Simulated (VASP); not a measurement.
Given:

```
CELL_PARAMETERS angstrom
     -2.29000     2.29000     2.29000
      2.29000    -2.29000     2.29000
      2.29000     2.29000    -2.29000
ATOMIC_POSITIONS crystal
  Eu 0.00000 0.00000 0.00000
```

Method: PBE GGA, VASP's PBE PAW potentials (set 64) (plane waves; VASP). Run with 400 eV cut-off, 10×10×10 Γ-centred mesh, first-order Methfessel-Paxton smearing of 0.10 eV, potentials Eu_2.

The 4f electrons are frozen in the core of the lanthanide potential, so 4f levels, which can set the real gap, and their magnetism are missing. Energy and stress use the plane-wave basis of the starting cell.

**Question.** The ions, cell shape and volume are relaxed. Give the cell that the relaxation ends in.

**Answer.** 
```
CELL_PARAMETERS angstrom
     -2.22764     2.22764     2.22764
      2.22764    -2.22764     2.22764
      2.22764     2.22764    -2.22764
ATOMIC_POSITIONS crystal
  Eu 0.00000 0.00000 0.00000
```
Space group Im-3m (229), at a tolerance of 0.03 Å.

**Question.** How do energy and volume change from the first to the last step?

**Answer.** The energy (σ→0) changes by -11.8 meV/atom and the volume by -7.9 %, in 4 ionic steps.

The compound is Eu in the bcc structure. This run relaxes it. Symmetry was kept, so distortions that lower it aren't found.
